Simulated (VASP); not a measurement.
## NiMoIrPdW: relaxation of cell and atoms with PBE

The system is NiMoIrPdW.

```xyz
5
Lattice="2.7662 0.0000 0.0000 -1.3831 2.3956 0.0000 0.0000 0.0000 11.0229" Properties=species:S:1:pos:R:3 pbc="T T T"
Ni    0.0000    1.5971    6.5820
Mo    0.0000    0.0000    4.5276
Pd    1.3831    0.7985    8.7654
Ir    1.3831    0.7985    2.2002
W     0.0000    1.5971   10.9936
```

The cell was built by a generator and needn't be a form met in nature.

- Program: VASP 6.6.1
- Task: relaxation of cell and atoms
- Functional: PBE
- Potentials or basis: VASP PAW PBE potentials, release 64 (Ni, Mo_sv, Pd, Ir, W_sv)
- Cutoff: 600 eV
- k mesh: 11 × 11 × 3
- Occupations: fermi-dirac, width 0.05 eV
- Spin: collinear spin, ferromagnetic start
- Starting moments: [1.0, 1.0, 0.0, 0.6, 0.0] μB
- Further INCAR settings: ALGO = Fast; EDIFF = 1e-07; IBRION = 2; EDIFFG = -0.01; NSW = 40; ISIF = 3

| Item | Value |
| --- | --- |
| Relaxed volume | 14.64 Å³/atom |
| Relaxed cell | a = 2.772 Å, b = 2.772 Å, c = 10.996 Å, α = 90.00°, β = 90.00°, γ = 120.00° |
| Space group after relaxing (to 0.05 Å) | P3m1 (No. 156) |
| Energy gained by relaxing | 0.5 meV/atom |
| Ionic steps | 9 |
| Pressure after relaxing | 0.0 GPa |
| Largest force after relaxing | 0.004 eV/Å |
| Band gap on the k mesh | none (metal or under the smearing width) |
| Net moment | 0.00 μB per cell |
| Valence electrons inside the program's atomic spheres | Ni 9.17; Mo 12.46; Pd 9.57; Ir 8.39; W 12.06 |

Forces in eV/Å, atoms in the order of the input:
```
Ni   0.000  0.000 -0.004
Mo   0.000  0.000  0.000
Pd   0.000  0.000  0.002
Ir   0.000  0.000 -0.001
W    0.000  0.000  0.003
```

The path:
```
step  energy change (eV)  largest force (eV/Å)  pressure (GPa)  volume (Å³)
   1              0.0000                0.1436            0.45        73.04
   2             -0.0011                0.0501           -0.98        73.48
   3             -0.0018                0.0533           -0.43        73.31
   4             -0.0018                0.0557            0.57        73.03
   5             -0.0022                0.0514            0.07        73.17
   6             -0.0024                0.0245            0.04        73.17
   7             -0.0024                0.0116            0.00        73.18
   8             -0.0024                0.0102            0.01        73.18
   9             -0.0024                0.0039            0.02        73.19
```

Final structure:
```cif
data_structure
_symmetry_space_group_name_H-M 'P 1'
_symmetry_Int_Tables_number 1
_cell_length_a 2.7723
_cell_length_b 2.7723
_cell_length_c 10.9963
_cell_angle_alpha 90.000
_cell_angle_beta 90.000
_cell_angle_gamma 120.000
_cell_volume 73.19
loop_
_atom_site_label
_atom_site_type_symbol
_atom_site_fract_x
_atom_site_fract_y
_atom_site_fract_z
_atom_site_occupancy
Ni1 Ni 0.33333 0.66667 0.59667 1
Mo1 Mo 0.00000 0.00000 0.41040 1
Pd1 Pd 0.66667 0.33333 0.79464 1
Ir1 Ir 0.66667 0.33333 0.20026 1
W1 W 0.33333 0.66667 0.99803 1
```

Levels at points of the mesh, in eV from the Fermi level:
Spin up:
| k point | band 25 | band 26 | band 27 | band 28 | band 29 | band 30 | band 31 | band 32 | band 33 | band 34 |
| --- | --- | --- | --- | --- | --- | --- | --- | --- | --- | --- |
| (0.00, 0.00, 0.00) | -1.47 | -1.47 | -1.06 | -1.06 | -0.87 | -0.32 | -0.32 | -0.16 | 0.38 | 0.38 |
Spin down:
| k point | band 26 | band 27 | band 28 | band 29 | band 30 | band 31 | band 32 | band 33 |
| --- | --- | --- | --- | --- | --- | --- | --- | --- |
| (0.00, 0.00, 0.00) | -1.47 | -1.06 | -1.06 | -0.87 | -0.32 | -0.32 | -0.16 | 0.38 |

Run time: 27 min on 4 MPI ranks on Intel(R) Xeon(R) Platinum 8259CL CPU @ 2.50GHz (Skylake/Cascade Lake), with other jobs on the host, peak memory 0.72 GiB a rank.

The run has no spin-orbit coupling, so splittings on Ir, W are missing.
